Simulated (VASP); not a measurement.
Here is the system:

```
CsBr
1.0
    4.24817     0.00000     0.00000
    0.00000     4.24817     0.00000
    0.00000     0.00000     4.24817
Cs Br
1 1
Cartesian
  0.00000   0.00000   0.00000
  2.12409   2.12409   2.12409
```

All values below come from PBEsol GGA, VASP's PBE PAW potentials (set 64) (plane waves; VASP 6.6.1). Run with 500 eV cut-off, 6×6×6 Γ-centred mesh, Gaussian smearing of 0.050 eV, potentials Cs_sv Br.

Unless said otherwise, spin-orbit coupling is left out, though it shifts the bands of the heavy elements here.

What does the run give for the energy per atom (σ→0), band gap (on the k-mesh) with the smallest direct gap where there is one?

The band gap (on the k-mesh) comes out as 4.42 eV. The smallest direct gap (on the k-mesh) is 4.42 eV and the energy per atom (σ→0) comes out as -3.174 eV/atom.

The absolute energy has meaning only against runs of the same code, potentials and settings.

The compound is CsBr in the CsCl type structure. It was relaxed first.
